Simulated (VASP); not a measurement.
**Mesh, vacuum, cutoff and functional for V(111)**

Wanted: the error that each setting leaves in the work function or ionisation potential of V(111).

Calculated with VASP 6.6.1; PBE, spin-polarised from a ferromagnetic start; plane waves and PAW (V), in the first sound run; inputs show where later runs differ.

This is a report of a sequence of runs, with most program output left out.

## (1) The structure

The cell holds 11 atoms: 11 V. Its edges and angles: a = 4.271 Å, b = 4.271 Å, c = 26.718 Å, α = 90.0°, β = 90.0°, γ = 60.0°. Vacuum lies along c.

## (2) The base run

The base run sets the number that all others are held against.

INCAR

```
SYSTEM = V
PREC = Normal
ENCUT = 350
EDIFF = 1E-06
NELM = 120
ISMEAR = 1
SIGMA = 0.1
LREAL = .FALSE.
ALGO = Normal
GGA = PE
NBANDS = 44
ISPIN = 2
MAGMOM = 2 2 2 2 2 2 2 2 2 2 2
LMAXMIX = 4
LORBIT = 11
LWAVE = .FALSE.
LCHARG = .FALSE.
KPAR = 4
IDIPOL = 3
LDIPOL = .TRUE.
DIPOL = 0.5 0.5 0.5
LVHAR = .TRUE.
LVACPOTAV = .TRUE.
NEDOS = 1500
```

POSCAR

```
V
1.0
    4.2709249584      0.0000000000      0.0000000000
    2.1354624792      3.6987295116      0.0000000000
    0.0000000000      0.0000000000     26.7179890648
V
11
Direct
    0.6666666667      0.6666666667      0.3368516986
    0.0000000000      0.0000000000      0.3694813589
    0.3333333333      0.3333333333      0.4021110192
    0.6666666667      0.6666666667      0.4347406794
    0.0000000000      0.0000000000      0.4673703397
    0.3333333333      0.3333333333      0.5000000000
    0.6666666667      0.6666666667      0.5326296603
    0.0000000000      0.0000000000      0.5652593206
    0.3333333333      0.3333333333      0.5978889808
    0.6666666667      0.6666666667      0.6305186411
    0.0000000000      0.0000000000      0.6631483014
```

KPOINTS

```
Automatic mesh
0
Gamma
9 9 1
0 0 0
```

The projector-augmented-wave data sets are V (PBE family, release 64).

Started as:

```
$ mpirun -np 4 vasp_std
```

It took 3 min on 4 MPI ranks of AMD EPYC 7R13 (Zen 3), shared host; peak memory 1.5 GiB.

The magnetic state follows from one typed start and may not be the lowest. LASPH is off, so gradient terms of the non-spherical density inside the spheres are left out; for open d or f shells this can shift gaps and moments. The data set V keeps the semicore shell frozen, which is cheaper and a little less accurate.

Numbers from this step:

| Property | Result |
| --- | --- |
| electronic cycles | 53 |
| electrons | 55 |
| free energy (TOTEN) | -92.6671 eV |
| energy at zero smearing | -92.6672 eV |
| Fermi energy | -0.1189 eV |
| moment of the cell, from the last line of the log | 4.156 μB |
| labelled metallic, from the levels on this mesh | yes |
| dipole moment | 0, 0, 0 e·Å |
| vacuum levels | 3.624, 3.624 eV |
| work functions of the upper and lower face | 3.743, 3.743 eV |
| highest filled level below the vacuum | 3.743 eV |

Spin moment in the PAW sphere by atom:

```csv
atom,spin moment in the PAW sphere (μB)
V1,2.17
V2,0.11
V3,-0.69
V4,0.24
V5,0.08
V6,-0.07
V7,0.08
V8,0.24
V9,-0.69
V10,0.11
V11,2.17
```

Zero at the Fermi level. Table of planar average of the electrostatic potential by height:

```csv
height (Å),planar average of the electrostatic potential (eV)
0,3.74
1,3.74
2,3.74
3,3.74
4,3.74
5,3.74
6,3.71
7,3.47
8,1.53
9,-4.61
10,-6.06
11,-5.99
12,-5.95
13,-5.95
14,-5.90
15,-5.87
16,-5.95
17,-6.09
18,-2.97
19,2.52
20,3.59
21,3.73
22,3.74
23,3.74
24,3.74
25,3.74
26,3.74
```

Density of states in the PAW spheres, an atom over height of the layer and energy from the Fermi level.

Ten even steps from '_' (0.00 states/eV) to '@' (2.45 states/eV), each cell a mean:
```
##++----::--::----++##
==++==++******++==++==
++%%##############%%++
@@%%##**%%%%%%**##%%@@
%%##################%%
++======------======++
--====++======++====--
--==++++======++++==--
..::--==========--::..
__......::::::......__
____..............____
______________________
______________________
______________________
______________________
______________________
______________________
______________________
______________________
______________________
______________________
______________________
```
Columns: height of the layer (Å) from 9 to 17.7 (not evenly spaced); rows upwards: energy from the Fermi level (eV) from -7.9 to 0.5.

Force by atom:

```
atom  x (eV/Å)  y (eV/Å)  z (eV/Å)   size
  V1     0.000     0.000     0.963  0.963
  V2     0.000     0.000     0.921  0.921
  V3     0.000     0.000    -0.393  0.393
  V4     0.000     0.000    -0.387  0.387
  V5     0.000     0.000    -0.253  0.253
  V6     0.000     0.000     0.000  0.000
  V7     0.000     0.000     0.253  0.253
  V8     0.000     0.000     0.387  0.387
  V9     0.000     0.000     0.393  0.393
 V10     0.000     0.000    -0.921  0.921
 V11     0.000     0.000    -0.963  0.963
```

The highest filled level lies 3.74 eV below the vacuum at the upper face.

Only the dipole across the slab is computed (IDIPOL = 3); zeros along the plane are no results.

The map of layer states is cut here 0.5 eV above the Fermi level, so it leaves out the states above that.

## (3) Another mesh, mesh points along a 3, k-mesh 3×3×1

The mesh decides how well the Fermi level or the band edge is found.

Changes to INCAR since step 2:

```diff
@@ -17,3 +17,3 @@
 LCHARG = .FALSE.
-KPAR = 4
+NCORE = 4
 IDIPOL = 3
@@ -23,2 +23 @@
 LVACPOTAV = .TRUE.
-NEDOS = 1500
```

POSCAR is that of step 2.

KPOINTS

```
Automatic mesh
0
Gamma
3 3 1
0 0 0
```

Started as:

```
$ mpirun -np 4 vasp_std
```

Elapsed: 58 s, on 4 MPI ranks; peak memory 0.52 GiB; 3.8 min of CPU time.

Numbers from this step:

```
electronic cycles                                 : 63
free energy (TOTEN)                               : -92.7326 eV
energy at zero smearing                           : -92.7334 eV
Fermi energy                                      : -0.1158 eV
moment of the cell, from the last line of the log : 4.400 μB
vacuum levels                                     : 3.638, 3.638 eV
work functions of the upper and lower face        : 3.754, 3.754 eV
highest filled level below the vacuum             : 3.754 eV
```

Spin moment in the PAW sphere by atom:

```csv
atom,spin moment in the PAW sphere (μB)
V1,2.23
V2,0.05
V3,-0.70
V4,0.39
V5,0.12
V6,-0.23
V7,0.12
V8,0.39
V9,-0.70
V10,0.05
V11,2.23
```

Force by atom:

```csv
atom,x (eV/Å),y (eV/Å),z (eV/Å),size
V1,0.000,0.000,0.862,0.862
V2,0.000,0.000,0.930,0.930
V3,0.000,0.000,-0.428,0.428
V4,0.000,0.000,-0.257,0.257
V5,0.000,0.000,-0.183,0.183
V6,0.000,0.000,0.000,0.000
V7,0.000,0.000,0.183,0.183
V8,0.000,0.000,0.257,0.257
V9,0.000,0.000,0.428,0.428
V10,0.000,0.000,-0.930,0.930
V11,0.000,0.000,-0.862,0.862
```

Against the base run its depth below the vacuum changes by +0.01 eV and the energy by -6.0 meV an atom.

## (4) Another mesh, mesh points along a 6, k-mesh 6×6×1

Changes to INCAR since step 3:

```diff
@@ -17,3 +17,3 @@
 LCHARG = .FALSE.
-NCORE = 4
+KPAR = 4
 IDIPOL = 3
```

POSCAR is that of step 3.

KPOINTS

```
Automatic mesh
0
Gamma
6 6 1
0 0 0
```

Started as:

```
$ mpirun -np 4 vasp_std
```

Elapsed: 2 min, on 4 MPI ranks; peak memory 1.3 GiB; 8.1 min of CPU time.

Against the base run its depth below the vacuum changes by +0.01 eV and the energy by -0.3 meV an atom.

## (5) Another mesh, mesh points along a 12, k-mesh 12×12×1

INCAR is that of step 4.

POSCAR is that of step 4.

KPOINTS

```
Automatic mesh
0
Gamma
12 12 1
0 0 0
```

Started as:

```
$ mpirun -np 4 vasp_std
```

Wall time 6.7 min (4 MPI ranks); peak memory 1.7 GiB; 27 min of CPU time.

Against the base run its depth below the vacuum changes by +0.00 eV and the energy by -0.2 meV an atom.

## (6) The series together

Times are for 4 MPI ranks of AMD EPYC 7R13 (Zen 3), shared host. Results by setting:

```
no.  mesh points along a  highest filled level below the vacuum (eV)  energy at zero smearing less the lowest (eV)     time  memory (GiB)
  1                    3                                       3.754                                             0     58 s          0.52
  2                    6                                       3.749                                       0.06292    2 min           1.3
  3                   12                                       3.744                                       0.06370  6.7 min           1.7
```

## (7) Another vacuum, vacuum width 5

Too little vacuum lets the faces of neighbouring images overlap, and too much only costs plane waves.

INCAR is that of step 5.

POSCAR

```
V
1.0
    4.2709249584      0.0000000000      0.0000000000
    2.1354624792      3.6987295116      0.0000000000
    0.0000000000      0.0000000000     13.7179890648
V
11
Direct
    0.6666666667      0.6666666667      0.1822424546
    0.0000000000      0.0000000000      0.2457939637
    0.3333333333      0.3333333333      0.3093454728
    0.6666666667      0.6666666667      0.3728969819
    0.0000000000      0.0000000000      0.4364484909
    0.3333333333      0.3333333333      0.5000000000
    0.6666666667      0.6666666667      0.5635515091
    0.0000000000      0.0000000000      0.6271030181
    0.3333333333      0.3333333333      0.6906545272
    0.6666666667      0.6666666667      0.7542060363
    0.0000000000      0.0000000000      0.8177575454
```

KPOINTS

```
Automatic mesh
0
Gamma
9 9 1
0 0 0
```

Started as:

```
$ mpirun -np 4 vasp_std
```

The job ended after 61 s (4 MPI ranks; peak memory 0.9 GiB).

Numbers from this step:

```
electronic cycles                                 : 31
free energy (TOTEN)                               : -92.7920 eV
energy at zero smearing                           : -92.7910 eV
Fermi energy                                      : 3.282 eV
moment of the cell, from the last line of the log : 3.926 μB
dipole moment                                     : 0, 0, 2.00e-6 e·Å
```

Spin moment in the PAW sphere by atom:

```csv
atom,spin moment in the PAW sphere (μB)
V1,2.15
V2,0.04
V3,-0.67
V4,0.23
V5,0.08
V6,-0.09
V7,0.08
V8,0.23
V9,-0.67
V10,0.04
V11,2.15
```

Force by atom:

| atom | x (eV/Å) | y (eV/Å) | z (eV/Å) | size |
| --- | --- | --- | --- | --- |
| V1 | 0.000 | 0.000 | 0.761 | 0.761 |
| V2 | 0.000 | 0.000 | 0.890 | 0.890 |
| V3 | 0.000 | 0.000 | -0.374 | 0.374 |
| V4 | 0.000 | 0.000 | -0.332 | 0.332 |
| V5 | 0.000 | 0.000 | -0.249 | 0.249 |
| V6 | 0.000 | 0.000 | 0.000 | 0.000 |
| V7 | 0.000 | 0.000 | 0.249 | 0.249 |
| V8 | 0.000 | 0.000 | 0.332 | 0.332 |
| V9 | 0.000 | 0.000 | 0.374 | 0.374 |
| V10 | 0.000 | 0.000 | -0.890 | 0.890 |
| V11 | 0.000 | 0.000 | -0.761 | 0.761 |

The program found no flat vacuum in this gap and printed no vacuum level, so no level below the vacuum can be given.

## (8) Another vacuum, vacuum width 8

INCAR is that of step 7.

POSCAR

```
V
1.0
    4.2709249584      0.0000000000      0.0000000000
    2.1354624792      3.6987295116      0.0000000000
    0.0000000000      0.0000000000     16.7179890648
V
11
Direct
    0.6666666667      0.6666666667      0.2392632262
    0.0000000000      0.0000000000      0.2914105810
    0.3333333333      0.3333333333      0.3435579357
    0.6666666667      0.6666666667      0.3957052905
    0.0000000000      0.0000000000      0.4478526452
    0.3333333333      0.3333333333      0.5000000000
    0.6666666667      0.6666666667      0.5521473548
    0.0000000000      0.0000000000      0.6042947095
    0.3333333333      0.3333333333      0.6564420643
    0.6666666667      0.6666666667      0.7085894190
    0.0000000000      0.0000000000      0.7607367738
```

KPOINTS is that of step 7.

Started as:

```
$ mpirun -np 4 vasp_std
```

The job ended after 81 s (4 MPI ranks; peak memory 1 GiB).

The program found no flat vacuum in this gap and printed no vacuum level, so no level below the vacuum can be given.

## (9) Another vacuum, vacuum width 24

INCAR is that of step 8.

POSCAR

```
V
1.0
    4.2709249584      0.0000000000      0.0000000000
    2.1354624792      3.6987295116      0.0000000000
    0.0000000000      0.0000000000     32.7179890648
V
11
Direct
    0.6666666667      0.6666666667      0.3667707076
    0.0000000000      0.0000000000      0.3934165661
    0.3333333333      0.3333333333      0.4200624246
    0.6666666667      0.6666666667      0.4467082830
    0.0000000000      0.0000000000      0.4733541415
    0.3333333333      0.3333333333      0.5000000000
    0.6666666667      0.6666666667      0.5266458585
    0.0000000000      0.0000000000      0.5532917170
    0.3333333333      0.3333333333      0.5799375754
    0.6666666667      0.6666666667      0.6065834339
    0.0000000000      0.0000000000      0.6332292924
```

KPOINTS is that of step 8.

Started as:

```
$ mpirun -np 4 vasp_std
```

The job ended after 4.2 min (4 MPI ranks; peak memory 1.7 GiB).

Against the base run its depth below the vacuum changes by +0.00 eV and the energy by -0.0 meV an atom.

## (10) Side by side

Times are for 4 MPI ranks of AMD EPYC 7R13 (Zen 3), shared host. The runs compared:

```csv
no.,vacuum width,electronic cycles,free energy (TOTEN) less the lowest (eV),"moment of the cell, from the last line of the log (μB)",eigenvalues first band,time,memory (GiB)
1,5,31,0,3.926,19,61 s,0.9
2,8,38,0.1219,4.143,20,81 s,1.0
3,24,58,0.1249,4.156,20,4.2 min,1.7
```

## (11) A lower cutoff, ENCUT 210

A lower cutoff is cheaper, and the test is whether a potential difference survives it better than the total energy.

Changes to INCAR since step 9:

```diff
@@ -2,3 +2,3 @@
 PREC = Normal
-ENCUT = 350
+ENCUT = 210
 EDIFF = 1E-06
```

POSCAR

```
V
1.0
    4.2709249584      0.0000000000      0.0000000000
    2.1354624792      3.6987295116      0.0000000000
    0.0000000000      0.0000000000     26.7179890648
V
11
Direct
    0.6666666667      0.6666666667      0.3368516986
    0.0000000000      0.0000000000      0.3694813589
    0.3333333333      0.3333333333      0.4021110192
    0.6666666667      0.6666666667      0.4347406794
    0.0000000000      0.0000000000      0.4673703397
    0.3333333333      0.3333333333      0.5000000000
    0.6666666667      0.6666666667      0.5326296603
    0.0000000000      0.0000000000      0.5652593206
    0.3333333333      0.3333333333      0.5978889808
    0.6666666667      0.6666666667      0.6305186411
    0.0000000000      0.0000000000      0.6631483014
```

KPOINTS is that of step 9.

Started as:

```
$ mpirun -np 4 vasp_std
```

The job ended after 90 s (4 MPI ranks; peak memory 0.89 GiB; 5.9 min of CPU time).

Numbers from this step:

```
electronic cycles                                 : 55
free energy (TOTEN)                               : -92.7183 eV
energy at zero smearing                           : -92.7184 eV
Fermi energy                                      : -0.1184 eV
moment of the cell, from the last line of the log : 4.159 μB
dipole moment                                     : 0, 0, 9.00e-6 e·Å
vacuum levels                                     : 3.619, 3.619 eV
work functions of the upper and lower face        : 3.737, 3.737 eV
highest filled level below the vacuum             : 3.737 eV
```

Against the base run its depth below the vacuum changes by -0.01 eV and the energy by -4.7 meV an atom.

## (12) A lower cutoff, ENCUT 280

Changes to INCAR since step 11:

```diff
@@ -2,3 +2,3 @@
 PREC = Normal
-ENCUT = 210
+ENCUT = 280
 EDIFF = 1E-06
```

POSCAR is that of step 11.

KPOINTS is that of step 11.

Started as:

```
$ mpirun -np 4 vasp_std
```

Elapsed: 2.3 min, on 4 MPI ranks; peak memory 1.1 GiB.

This step gave:

```
free energy (TOTEN)                               : -92.6808 eV
energy at zero smearing                           : -92.6809 eV
Fermi energy                                      : -0.119 eV
moment of the cell, from the last line of the log : 4.156 μB
dipole moment                                     : 0, 0, 0 e·Å
vacuum levels                                     : 3.625, 3.625 eV
work functions of the upper and lower face        : 3.744, 3.744 eV
highest filled level below the vacuum             : 3.744 eV
```

Against the base run its depth below the vacuum changes by +0.00 eV and the energy by -1.2 meV an atom.

## (13) Another smearing width, SIGMA 0.02

The width trades sharpness at the Fermi level against the mesh needed.

Changes to INCAR since step 12:

```diff
@@ -2,3 +2,3 @@
 PREC = Normal
-ENCUT = 280
+ENCUT = 350
 EDIFF = 1E-06
@@ -6,3 +6,3 @@
 ISMEAR = 1
-SIGMA = 0.1
+SIGMA = 0.02
 LREAL = .FALSE.
```

POSCAR is that of step 12.

KPOINTS is that of step 12.

Started as:

```
$ mpirun -np 4 vasp_std
```

Run time: 3.2 min. Hardware: 4 MPI ranks; peak memory 1.4 GiB.

This step gave:

* electronic cycles: 54
* free energy (TOTEN): -92.6660 eV
* energy at zero smearing: -92.6662 eV
* Fermi energy: -0.1201 eV
* moment of the cell, from the last line of the log: 4.642 μB
* vacuum levels: 3.636, 3.636 eV
* work functions of the upper and lower face: 3.756, 3.756 eV
* highest filled level below the vacuum: 3.756 eV

Spin moment in the PAW sphere by atom:

```csv
atom,spin moment in the PAW sphere (μB)
V1,2.18
V2,0.16
V3,-0.67
V4,0.28
V5,0.15
V6,0.03
V7,0.15
V8,0.28
V9,-0.67
V10,0.16
V11,2.18
```

Against the base run its depth below the vacuum changes by +0.01 eV and the energy by +0.1 meV an atom.

## (14) Another smearing width, SIGMA 0.4

Changes to INCAR since step 13:

```diff
@@ -6,3 +6,3 @@
 ISMEAR = 1
-SIGMA = 0.02
+SIGMA = 0.4
 LREAL = .FALSE.
```

POSCAR is that of step 13.

KPOINTS is that of step 13.

Started as:

```
$ mpirun -np 4 vasp_std
```

Wall time 2.9 min (4 MPI ranks); peak memory 1.5 GiB; 12 min of CPU time.

Numbers from this step:

```yaml
electronic_cycles: 50
free_energy_toten: -92.6391 eV
energy_at_zero_smearing: -92.6558 eV
fermi_energy: -0.0792 eV
moment_of_the_cell_from_the_last_line_of_the_log: 3.896 μB
vacuum_levels: 3.605, 3.605 eV
work_functions_of_the_upper_and_lower_face: 3.684, 3.684 eV
highest_filled_level_below_the_vacuum: 3.684 eV
```

Spin moment in the PAW sphere by atom:

```
atom  spin moment in the PAW sphere (μB)
  V1                                2.19
  V2                                0.07
  V3                               -0.72
  V4                                0.16
  V5                                0.04
  V6                               -0.03
  V7                                0.04
  V8                                0.16
  V9                               -0.72
 V10                                0.07
 V11                                2.19
```

Against the base run its depth below the vacuum changes by -0.06 eV and the energy by +1.0 meV an atom.

## (15) The ladder

Times are for 4 MPI ranks of AMD EPYC 7R13 (Zen 3), shared host. The runs compared:

```csv
no.,run,electronic cycles,cutoff used less the lowest (eV),free energy (TOTEN) less the lowest (eV),"moment of the cell, from the last line of the log (μB)",highest filled level below the vacuum (eV),time,memory (GiB)
1,base run,53,140,0.05121,4.156,3.743,3 min,1.5
2,series over the cutoff,55,0,0,4.159,3.737,90 s,0.89
3,series over the cutoff,55,70,0.03749,4.156,3.744,2.3 min,1.1
4,series over the smearing,54,140,0.05229,4.642,3.756,3.2 min,1.4
5,series over the smearing,50,140,0.07920,3.896,3.684,2.9 min,1.5
```

## (16) Another level, functional LDA, disp none

This step: LDA, spin-polarised from a ferromagnetic start; plane waves and PAW (V) (VASP 6.6.1).

Beside the numerical settings stands the choice of exchange and correlation.

Changes to INCAR since step 14:

```diff
@@ -6,6 +6,6 @@
 ISMEAR = 1
-SIGMA = 0.4
+SIGMA = 0.1
 LREAL = .FALSE.
 ALGO = Normal
-GGA = PE
+GGA = CA
 NBANDS = 44
```

POSCAR is that of step 14.

KPOINTS is that of step 14.

Started as:

```
$ mpirun -np 4 vasp_std
```

It took 2.5 min on 4 MPI ranks; peak memory 1.2 GiB; 10 min of CPU time.

The PAW data sets were made with PBE, though LDA sets exist; this is a small mismatch.

This step gave:

* electronic cycles: 42
* free energy (TOTEN): -101.7553 eV
* energy at zero smearing: -101.7537 eV
* Fermi energy: -0.3466 eV
* moment of the cell, from the last line of the log: 3.827 μB
* vacuum levels: 3.562, 3.562 eV
* work functions of the upper and lower face: 3.909, 3.909 eV
* highest filled level below the vacuum: 3.909 eV

Spin moment in the PAW sphere by atom:

```csv
atom,spin moment in the PAW sphere (μB)
V1,1.75
V2,0.12
V3,-0.34
V4,0.17
V5,0.06
V6,0.01
V7,0.06
V8,0.17
V9,-0.34
V10,0.12
V11,1.75
```

(Part 1 of 2 ends here.)

[Lines on the potential files, build, host, timing and source positions are cut from VASP's logs without a mark.]

[Logs are printed without paths, hosts, clocks, repeated set-up lines and the standing remarks that a program may print on its own settings, such as how far it seeks lower states.]

[Hosts, paths, dates, database ids (printed as entryN), source tags and the programs' standing remarks are cut or masked in the printed files.]

[In band tables of VASP the shares of atoms and orbitals are scaled to a sum of 1 inside the atoms' spheres.]

[Runs that stopped without an error message from VASP are left out.]
